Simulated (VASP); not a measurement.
Method: PBE GGA, VASP's PBE PAW potentials (set 64) (plane waves; VASP 6.6.1).

The input files of a VASP run:

File KPOINTS:
```
Automatic mesh
0
Gamma
3 3 3
0 0 0
```

**POSCAR**
```
W54
1.0
  9.5615403575   0.0000000000   0.0000000000
  0.0000000000   9.5615403575   0.0000000000
  0.0000000000   0.0000000000   9.5615403575
W
54
Direct
  0.0000000000   0.0000000000   0.0000000000
  0.3333330000   0.0000000000   0.0000000000
  0.6666670000   0.0000000000   0.0000000000
  0.0000000000   0.3333330000   0.0000000000
  0.0000000000   0.0000000000   0.3333330000
  0.1666670000   0.1666670000   0.1666670000
  0.3333330000   0.3333330000   0.0000000000
  0.3333330000   0.0000000000   0.3333330000
  0.5000000000   0.1666670000   0.1666670000
  0.6666670000   0.3333330000   0.0000000000
  0.6666670000   0.0000000000   0.3333330000
  0.8333330000   0.1666670000   0.1666670000
  0.0000000000   0.6666670000   0.0000000000
  0.0000000000   0.3333330000   0.3333330000
  0.1666670000   0.5000000000   0.1666670000
  0.3333330000   0.6666670000   0.0000000000
  0.0000000000   0.0000000000   0.6666670000
  0.1666670000   0.1666670000   0.5000000000
  0.3333330000   0.3333330000   0.3333330000
  0.5000000000   0.5000000000   0.1666670000
  0.6666670000   0.6666670000   0.0000000000
  0.3333330000   0.0000000000   0.6666670000
  0.5000000000   0.1666670000   0.5000000000
  0.6666670000   0.3333330000   0.3333330000
  0.8333330000   0.5000000000   0.1666670000
  0.6666670000   0.0000000000   0.6666670000
  0.8333330000   0.1666670000   0.5000000000
  0.0000000000   0.6666670000   0.3333330000
  0.1666670000   0.8333330000   0.1666670000
  0.0000000000   0.3333330000   0.6666670000
  0.1666670000   0.5000000000   0.5000000000
  0.3333330000   0.6666670000   0.3333330000
  0.5000000000   0.8333330000   0.1666670000
  0.1666670000   0.1666670000   0.8333330000
  0.3333330000   0.3333330000   0.6666670000
  0.5000000000   0.5000000000   0.5000000000
  0.6666670000   0.6666670000   0.3333330000
  0.8333330000   0.8333330000   0.1666670000
  0.5000000000   0.1666670000   0.8333330000
  0.6666670000   0.3333330000   0.6666670000
  0.8333330000   0.5000000000   0.5000000000
  0.8333330000   0.1666670000   0.8333330000
  0.0000000000   0.6666670000   0.6666670000
  0.1666670000   0.8333330000   0.5000000000
  0.1666670000   0.5000000000   0.8333330000
  0.3333330000   0.6666670000   0.6666670000
  0.5000000000   0.8333330000   0.5000000000
  0.5000000000   0.5000000000   0.8333330000
  0.6666670000   0.6666670000   0.6666670000
  0.8333330000   0.8333330000   0.5000000000
  0.8333330000   0.5000000000   0.8333330000
  0.1666670000   0.8333330000   0.8333330000
  0.5000000000   0.8333330000   0.8333330000
  0.8333330000   0.8333330000   0.8333330000
```

INCAR:
```
# general
SYSTEM  = W54
PREC    = Normal
ENCUT   = 400
LREAL   = Auto
LASPH   = T
SYMPREC = 1E-4

# electronic loop
EDIFF   = 1E-5
NELM    = 100
NELMIN  = 4
ALGO    = Fast
LMAXMIX = 6

# smearing
ISMEAR  = 1
SIGMA   = 0.1

# functional
GGA     = PE

# ions
IBRION  = 2
NSW     = 20
ISIF    = 2
EDIFFG  = -0.03

# output
LWAVE   = T
LCHARG  = F
```

POTCAR, in this order: W_sv (PBE.64 set). Program: vasp_std.

The run wrote:

**OUTCAR**
```
 ion  position               nearest neighbor table
   1  0.000  0.000  0.000-   6 2.76  12 2.76  29 2.76  34 2.76  38 2.76  42 2.76  52 2.76  54 2.76
                             4 3.19   5 3.19   2 3.19   3 3.19  13 3.19  17 3.19
   2  0.333  0.000  0.000-   6 2.76  29 2.76  34 2.76  52 2.76   9 2.76  39 2.76  33 2.76  53 2.76
                             8 3.19   1 3.19  16 3.19  22 3.19   7 3.19   3 3.19
   3  0.667  0.000  0.000-  12 2.76  38 2.76  42 2.76  54 2.76  39 2.76  33 2.76  53 2.76   9 2.76
                            11 3.19   1 3.19  21 3.19  26 3.19  10 3.19   2 3.19
   4  0.000  0.333  0.000-   6 2.76  12 2.76  34 2.76  42 2.76  15 2.76  25 2.76  45 2.76  51 2.76
                            30 3.19   1 3.19  14 3.19   7 3.19  10 3.19  13 3.19
   5  0.000  0.000  0.333-   6 2.76  12 2.76  29 2.76  38 2.76  18 2.76  27 2.76  44 2.76  50 2.76
                            28 3.19   1 3.19  14 3.19   8 3.19  11 3.19  17 3.19
   6  0.167  0.167  0.167-  19 2.76   8 2.76  14 2.76   7 2.76   5 2.76   4 2.76   2 2.76   1 2.76
                            15 3.19  18 3.19   9 3.19  12 3.19  29 3.19  34 3.19
   7  0.333  0.333  0.000-   6 2.76  34 2.76  15 2.76   9 2.76  39 2.76  45 2.76  20 2.76  48 2.76
                            35 3.19  19 3.19   4 3.19   2 3.19  16 3.19  10 3.19
   8  0.333  0.000  0.333-   6 2.76  29 2.76   9 2.76  33 2.76  18 2.76  44 2.76  23 2.76  47 2.76
                            32 3.19  19 3.19   5 3.19   2 3.19  11 3.19  22 3.19
   9  0.500  0.167  0.167-  19 2.76  24 2.76   8 2.76  11 2.76  10 2.76   7 2.76   2 2.76   3 2.76
                             6 3.19  20 3.19  23 3.19  12 3.19  33 3.19  39 3.19
  10  0.667  0.333  0.000-  12 2.76  42 2.76  25 2.76  39 2.76   9 2.76  51 2.76  48 2.76  20 2.76
                            40 3.19  24 3.19   4 3.19   3 3.19  21 3.19   7 3.19
  11  0.667  0.000  0.333-  12 2.76  38 2.76  33 2.76   9 2.76  27 2.76  50 2.76  47 2.76  23 2.76
                            37 3.19  24 3.19   5 3.19   3 3.19   8 3.19  26 3.19
  12  0.833  0.167  0.167-  24 2.76  11 2.76  14 2.76  10 2.76   5 2.76   4 2.76   3 2.76   1 2.76
                             9 3.19  25 3.19  27 3.19   6 3.19  38 3.19  42 3.19
  13  0.000  0.667  0.000-  29 2.76  38 2.76  52 2.76  54 2.76  45 2.76  51 2.76  15 2.76  25 2.76
                            43 3.19   1 3.19  28 3.19  16 3.19  21 3.19   4 3.19
  14  0.000  0.333  0.333-   6 2.76  12 2.76  15 2.76  25 2.76  18 2.76  27 2.76  31 2.76  41 2.76
                             4 3.19   5 3.19  19 3.19  24 3.19  28 3.19  30 3.19
  15  0.167  0.500  0.167-  19 2.76  32 2.76  28 2.76  14 2.76  16 2.76   7 2.76  13 2.76   4 2.76
                             6 3.19  29 3.19  31 3.19  20 3.19  25 3.19  45 3.19
  16  0.333  0.667  0.000-  29 2.76  52 2.76  33 2.76  45 2.76  15 2.76  53 2.76  20 2.76  48 2.76
                            46 3.19  32 3.19  13 3.19   2 3.19   7 3.19  21 3.19
  17  0.000  0.000  0.667-  34 2.76  42 2.76  52 2.76  54 2.76  44 2.76  50 2.76  18 2.76  27 2.76
                            43 3.19   1 3.19  30 3.19  22 3.19  26 3.19   5 3.19
  18  0.167  0.167  0.500-  19 2.76  35 2.76   8 2.76  22 2.76  30 2.76  14 2.76   5 2.76  17 2.76
                             6 3.19  31 3.19  34 3.19  23 3.19  27 3.19  44 3.19
  19  0.333  0.333  0.333-   6 2.76   9 2.76  15 2.76  18 2.76  20 2.76  23 2.76  31 2.76  36 2.76
                             8 3.19   7 3.19  14 3.19  32 3.19  35 3.19  24 3.19
  20  0.500  0.500  0.167-  19 2.76  24 2.76  32 2.76  37 2.76  21 2.76  10 2.76  16 2.76   7 2.76
                            25 3.19   9 3.19  33 3.19  36 3.19  15 3.19  48 3.19
  21  0.667  0.667  0.000-  38 2.76  54 2.76  25 2.76  51 2.76  53 2.76  33 2.76  48 2.76  20 2.76
                            49 3.19  37 3.19  13 3.19   3 3.19  10 3.19  16 3.19
  22  0.333  0.000  0.667-  34 2.76  52 2.76  39 2.76  53 2.76  18 2.76  44 2.76  23 2.76  47 2.76
                            46 3.19  35 3.19  17 3.19   2 3.19   8 3.19  26 3.19
  23  0.500  0.167  0.500-  19 2.76  24 2.76  35 2.76  40 2.76  11 2.76  26 2.76   8 2.76  22 2.76
                            27 3.19   9 3.19  36 3.19  39 3.19  18 3.19  47 3.19
  24  0.667  0.333  0.333-  12 2.76   9 2.76  25 2.76  27 2.76  20 2.76  23 2.76  41 2.76  36 2.76
                            11 3.19  10 3.19  14 3.19  37 3.19  40 3.19  19 3.19
  25  0.833  0.500  0.167-  24 2.76  37 2.76  28 2.76  14 2.76  21 2.76  10 2.76  13 2.76   4 2.76
                            12 3.19  20 3.19  38 3.19  41 3.19  15 3.19  51 3.19
  26  0.667  0.000  0.667-  42 2.76  54 2.76  53 2.76  39 2.76  27 2.76  50 2.76  47 2.76  23 2.76
                            49 3.19  40 3.19  17 3.19   3 3.19  11 3.19  22 3.19
  27  0.833  0.167  0.500-  24 2.76  40 2.76  11 2.76  26 2.76  30 2.76  14 2.76   5 2.76  17 2.76
                            12 3.19  23 3.19  41 3.19  42 3.19  18 3.19  50 3.19
  28  0.000  0.667  0.333-  29 2.76  38 2.76  15 2.76  25 2.76  44 2.76  50 2.76  31 2.76  41 2.76
                             5 3.19  13 3.19  32 3.19  37 3.19  14 3.19  43 3.19
  29  0.167  0.833  0.167-  32 2.76  16 2.76  28 2.76   8 2.76   5 2.76  13 2.76   2 2.76   1 2.76
                            15 3.19  33 3.19  44 3.19  38 3.19   6 3.19  52 3.19
  30  0.000  0.333  0.667-  34 2.76  42 2.76  45 2.76  51 2.76  18 2.76  27 2.76  41 2.76  31 2.76
                             4 3.19  17 3.19  35 3.19  40 3.19  14 3.19  43 3.19
  31  0.167  0.500  0.500-  19 2.76  32 2.76  35 2.76  46 2.76  14 2.76  28 2.76  43 2.76  30 2.76
                            36 3.19  18 3.19  44 3.19  45 3.19  15 3.19  41 3.19
  32  0.333  0.667  0.333-  29 2.76  15 2.76  33 2.76  44 2.76  20 2.76  31 2.76  47 2.76  36 2.76
                            16 3.19   8 3.19  28 3.19  19 3.19  46 3.19  37 3.19
  33  0.500  0.833  0.167-  32 2.76  37 2.76   8 2.76  11 2.76  16 2.76  21 2.76   2 2.76   3 2.76
                            20 3.19  29 3.19  38 3.19  47 3.19   9 3.19  53 3.19
  34  0.167  0.167  0.833-  35 2.76  22 2.76  30 2.76   7 2.76  17 2.76   4 2.76   2 2.76   1 2.76
                            18 3.19  39 3.19  45 3.19  42 3.19   6 3.19  52 3.19
  35  0.333  0.333  0.667-  34 2.76  18 2.76  39 2.76  45 2.76  48 2.76  23 2.76  31 2.76  36 2.76
                            22 3.19   7 3.19  30 3.19  19 3.19  46 3.19  40 3.19
  36  0.500  0.500  0.500-  19 2.76  24 2.76  32 2.76  35 2.76  37 2.76  40 2.76  46 2.76  49 2.76
                            23 3.19  41 3.19  20 3.19  47 3.19  48 3.19  31 3.19
  37  0.667  0.667  0.333-  38 2.76  33 2.76  25 2.76  50 2.76  20 2.76  47 2.76  41 2.76  36 2.76
                            21 3.19  11 3.19  28 3.19  24 3.19  49 3.19  32 3.19
...
```

OSZICAR:
```
       N       E                     dE             d eps       ncg     rms          rms(c)
DAV:   1     0.108006978503E+05    0.10801E+05   -0.36209E+05  3632   0.168E+03
DAV:   2     0.170615063244E+03   -0.10630E+05   -0.10360E+05  3624   0.603E+02
DAV:   3    -0.675176073253E+03   -0.84579E+03   -0.78066E+03  4052   0.158E+02
DAV:   4    -0.730954469899E+03   -0.55778E+02   -0.53745E+02  4400   0.317E+01
DAV:   5    -0.733293506067E+03   -0.23390E+01   -0.23152E+01  4344   0.584E+00    0.148E+02
RMM:   6    -0.705777244316E+03    0.27516E+02   -0.37402E+01  3642   0.114E+01    0.602E+01
RMM:   7    -0.698740390412E+03    0.70369E+01   -0.32497E+01  3709   0.962E+00    0.570E+00
RMM:   8    -0.698771868543E+03   -0.31478E-01   -0.26785E+00  4113   0.216E+00    0.215E+00
RMM:   9    -0.698816092893E+03   -0.44224E-01   -0.63593E-01  4084   0.105E+00    0.983E-01
RMM:  10    -0.698820428149E+03   -0.43353E-02   -0.10379E-01  4177   0.495E-01    0.503E-01
RMM:  11    -0.698822979271E+03   -0.25511E-02   -0.30254E-02  4921   0.241E-01    0.816E-02
RMM:  12    -0.698823310509E+03   -0.33124E-03   -0.37644E-03  4587   0.913E-02    0.861E-02
RMM:  13    -0.698823409758E+03   -0.99249E-04   -0.99648E-04  4423   0.502E-02    0.439E-02
RMM:  14    -0.698823441661E+03   -0.31903E-04   -0.19460E-04  3615   0.222E-02    0.349E-03
RMM:  15    -0.698823446487E+03   -0.48263E-05   -0.60302E-05  2766   0.118E-02
   1 F= -.69882345E+03 E0= -.69881910E+03  d E =-.698823E+03
```

OUTCAR:
```
------------------------ aborting loop because EDIFF is reached ----------------------------------------
  FORCE on cell =-STRESS in cart. coord.  units (eV):
  Direction    XX          YY          ZZ          XY          YZ          ZX
  --------------------------------------------------------------------------------------
  Total       -1.5010838     -1.5010838     -1.5010838      0.0000000      0.0000000      0.0000000
  in kB       -2.7512619     -2.7512619     -2.7512619      0.0000000      0.0000000      0.0000000
  external PRESSURE =      -2.7512619 kB  Pullay stress =       0.0000000 kB
  volume of cell :      874.15
      direct lattice vectors                 reciprocal lattice vectors
     9.561540358  0.000000000  0.000000000     0.104585659  0.000000000  0.000000000
     0.000000000  9.561540358  0.000000000     0.000000000  0.104585659  0.000000000
     0.000000000  0.000000000  9.561540358     0.000000000  0.000000000  0.104585659
 POSITION                                       TOTAL-FORCE (eV/Angst)
 -----------------------------------------------------------------------------------
      0.00000      0.00000      0.00000         0.000000     -0.000000     -0.000000
      3.18718      0.00000      0.00000        -0.000000     -0.000000     -0.000000
      6.37436      0.00000      0.00000         0.000000     -0.000000     -0.000000
      0.00000      3.18718      0.00000         0.000000      0.000000     -0.000000
      0.00000      0.00000      3.18718         0.000000     -0.000000      0.000000
      1.59359      1.59359      1.59359         0.000000     -0.000000     -0.000000
      3.18718      3.18718      0.00000         0.000000      0.000000     -0.000000
      3.18718      0.00000      3.18718        -0.000000     -0.000000      0.000000
      4.78077      1.59359      1.59359         0.000000     -0.000000     -0.000000
      6.37436      3.18718      0.00000         0.000000      0.000000     -0.000000
      6.37436      0.00000      3.18718         0.000000     -0.000000     -0.000000
      7.96795      1.59359      1.59359         0.000000     -0.000000     -0.000000
      0.00000      6.37436      0.00000         0.000000     -0.000000     -0.000000
      0.00000      3.18718      3.18718         0.000000     -0.000000     -0.000000
      1.59359      4.78077      1.59359         0.000000     -0.000000     -0.000000
      3.18718      6.37436      0.00000         0.000000     -0.000000     -0.000000
      0.00000      0.00000      6.37436         0.000000     -0.000000     -0.000000
      1.59359      1.59359      4.78077         0.000000     -0.000000     -0.000000
      3.18718      3.18718      3.18718        -0.000000      0.000000     -0.000000
      4.78077      4.78077      1.59359         0.000000     -0.000000     -0.000000
      6.37436      6.37436      0.00000         0.000000     -0.000000     -0.000000
      3.18718      0.00000      6.37436        -0.000000     -0.000000     -0.000000
      4.78077      1.59359      4.78077         0.000000     -0.000000     -0.000000
      6.37436      3.18718      3.18718         0.000000      0.000000     -0.000000
      7.96795      4.78077      1.59359        -0.000000     -0.000000     -0.000000
      6.37436      0.00000      6.37436         0.000000     -0.000000     -0.000000
      7.96795      1.59359      4.78077        -0.000000     -0.000000     -0.000000
      0.00000      6.37436      3.18718         0.000000     -0.000000      0.000000
      1.59359      7.96795      1.59359         0.000000      0.000000     -0.000000
      0.00000      3.18718      6.37436         0.000000     -0.000000     -0.000000
      1.59359      4.78077      4.78077         0.000000     -0.000000     -0.000000
      3.18718      6.37436      3.18718         0.000000     -0.000000     -0.000000
      4.78077      7.96795      1.59359         0.000000     -0.000000     -0.000000
      1.59359      1.59359      7.96795         0.000000     -0.000000      0.000000
      3.18718      3.18718      6.37436         0.000000     -0.000000     -0.000000
      4.78077      4.78077      4.78077         0.000000     -0.000000     -0.000000
      6.37436      6.37436      3.18718         0.000000     -0.000000      0.000000
      7.96795      7.96795      1.59359        -0.000000      0.000000     -0.000000
      4.78077      1.59359      7.96795         0.000000     -0.000000      0.000000
      6.37436      3.18718      6.37436         0.000000     -0.000000     -0.000000
      7.96795      4.78077      4.78077        -0.000000     -0.000000     -0.000000
      7.96795      1.59359      7.96795         0.000000     -0.000000      0.000000
      0.00000      6.37436      6.37436         0.000000     -0.000000     -0.000000
      1.59359      7.96795      4.78077         0.000000     -0.000000     -0.000000
      1.59359      4.78077      7.96795         0.000000     -0.000000      0.000000
      3.18718      6.37436      6.37436         0.000000     -0.000000     -0.000000
      4.78077      7.96795      4.78077         0.000000      0.000000     -0.000000
      4.78077      4.78077      7.96795         0.000000     -0.000000      0.000000
      6.37436      6.37436      6.37436         0.000000     -0.000000     -0.000000
      7.96795      7.96795      4.78077        -0.000000     -0.000000     -0.000000
      7.96795      4.78077      7.96795         0.000000     -0.000000      0.000000
      1.59359      7.96795      7.96795         0.000000      0.000000      0.000000
      4.78077      7.96795      7.96795         0.000000     -0.000000      0.000000
      7.96795      7.96795      7.96795        -0.000000      0.000000      0.000000
 -----------------------------------------------------------------------------------
    total drift:                                0.000000      0.000000      0.000000
  FREE ENERGIE OF THE ION-ELECTRON SYSTEM (eV)
  ---------------------------------------------------
  free  energy   TOTEN  =      -698.8234464868 eV

  energy  without entropy=     -698.8103973370  energy(sigma->0) =     -698.81909677

 reached required accuracy - stopping structural energy minimisation
```
(Selected blocks of OUTCAR.)

The cell is a supercell, built from W (bcc).
